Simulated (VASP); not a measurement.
The cell holds one Sc (hcp) (0 0 0 1) slab, with vacuum along c, ions free to move until forces fall under 0.03 eV/Å, no reconstruction beyond this cell, dipole correction on.

Data:

```yaml
crystal:
  lattice:
    - [3.33143, 0.00000, 0.00000]
    - [-1.66572, 2.88510, 0.00000]
    - [0.00000, 0.00000, 25.14607]
  atoms:
    - { symbol: Sc, position: [0.66667, 0.33333, 0.44705] }
    - { symbol: Sc, position: [0.33333, 0.66667, 0.34584] }
    - { symbol: Sc, position: [0.66667, 0.33333, 0.65416] }
    - { symbol: Sc, position: [0.33333, 0.66667, 0.55295] }
```

These are r2SCAN meta-GGA, VASP's PBE PAW potentials (set 64) (plane waves; VASP) values and carry that method's errors. Run with 400 eV cut-off, 10×10×1 Γ-centred mesh, first-order Methfessel-Paxton smearing of 0.10 eV, potentials Sc_sv.

Slab and bulk use different k-meshes, so the surface energy is good to a few per cent at best.

- surface energy = 1.38 J/m²
- work function = 3.48 eV
- band gap (on the k-mesh) = none (metal, semimetal or under 0.01 eV)

The cell is a thin slab with vacuum, built from Sc (hcp): (001) face.
